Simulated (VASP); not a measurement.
WSe2:

```
CELL_PARAMETERS angstrom
3.28135 0.00000 0.00000
-1.64068 2.84173 0.00000
0.00000 0.00000 12.79176
ATOMIC_POSITIONS crystal
W 0.33333 0.66667 0.25000
W 0.66667 0.33333 0.75000
Se 0.33333 0.66667 0.61820
Se 0.66667 0.33333 0.11820
Se 0.33333 0.66667 0.88180
Se 0.66667 0.33333 0.38180
```

Program: VASP 6.6.1. Alike in all runs: task band structure; potentials or basis VASP PAW PBE potentials, release 64 (W_sv, Se); cell as given; k mesh 9 × 9 × 2; cutoff (eV) 520; smearing gaussian 0.03 eV. Hardware: 2 MPI ranks on Intel(R) Xeon(R) Platinum 8559C (Emerald Rapids) (shared host).

Problem. Order these runs on this cell by their wall time, lowest first.
A. level TB-mBJ; spin off
B. level TB-mBJ; spin SOC, no magnetisation
C. level r2SCAN; spin off

Solution. A (240 s), C (490 s), B (1500 s).

Runs at the PBE level aren't shown here.
